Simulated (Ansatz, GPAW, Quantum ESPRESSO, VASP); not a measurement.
# TiSb2 (I4/mcm, 6 atoms in the cell) computed with different codes at matched settings

Self-consistent single point, at a second geometry (lattice scaled by 0.98). First geometry:

```yaml
crystal:
  lattice:
    - [-3.35146, 3.35146, 2.89799]
    - [3.35146, -3.35146, 2.89799]
    - [3.35146, 3.35146, -2.89799]
  atoms:
    - { symbol: Ti, position: [0.25000, 0.25000, 0.00000] }
    - { symbol: Ti, position: [0.75000, 0.75000, 0.00000] }
    - { symbol: Sb, position: [0.65204, 0.84796, 0.50000] }
    - { symbol: Sb, position: [0.34796, 0.15204, 0.50000] }
    - { symbol: Sb, position: [0.84796, 0.34796, 0.19592] }
    - { symbol: Sb, position: [0.15204, 0.65204, 0.80408] }
```

Shared settings, as Ansatz (an electronic-structure program) writes them: kpoints.mp_grid.grid = 5 5 5; scf.occupations.method = fermi_dirac; scf.occupations.width = 0.1 eV. Potentials and cutoffs stand in the table.

```json
[
 {"code": "GPAW", "model": "PBEsol, GPAW PAW datasets PBEsol (made by gpaw-setup)", "ΔF from the first geometry (meV/atom)": "-3.8", "pressure (GPa)": "2.55", "largest force (eV/Å)": "0.145", "cutoff": "800 eV"},
 {"code": "VASP", "model": "PBEsol, VASP's PBE PAW potentials (set 64)", "ΔF from the first geometry (meV/atom)": "-0.8", "pressure (GPa)": "2.88", "largest force (eV/Å)": "0.205", "cutoff": "300 eV"},
 {"code": "Quantum ESPRESSO", "model": "PBEsol, PseudoDojo standard norm-conserving (PBESOL) pseudopotentials", "ΔF from the first geometry (meV/atom)": "-2.9", "pressure (GPa)": "2.77", "largest force (eV/Å)": "0.178", "cutoff": "85 Ry"},
 {"code": "Ansatz", "model": "PBEsol, default PAW files made with PBE", "ΔF from the first geometry (meV/atom)": "-2.5", "pressure (GPa)": "2.80", "largest force (eV/Å)": "0.180", "cutoff": "default"}
]
```

On Ansatz's run: spin-orbit coupling is off. Spin polarisation is off.

The spread over the programs that give each value: ΔF from the first geometry within 3.0 meV/atom; pressure within 0.33 GPa; largest force within 0.060 eV/Å.

Ansatz's pressure is given at a fixed set of plane waves, as the other plane-wave codes print theirs; with its correction for the finite basis it is 2.84 GPa.

VASP's run is marked for a possible Pulay error in its stress at this cutoff; no cutoff test was made.

The starting cell comes from a database of computed structures (which also holds hypothetical and non-ambient phases and stackings), without a prior relaxation at this level. For this run, on top of that: lattice scaled by 0.98.

Left out of this page: CP2K, Elk, FLEUR and SIESTA (not drawn, or without a comparable value).

Keys are those of Ansatz 0.2.
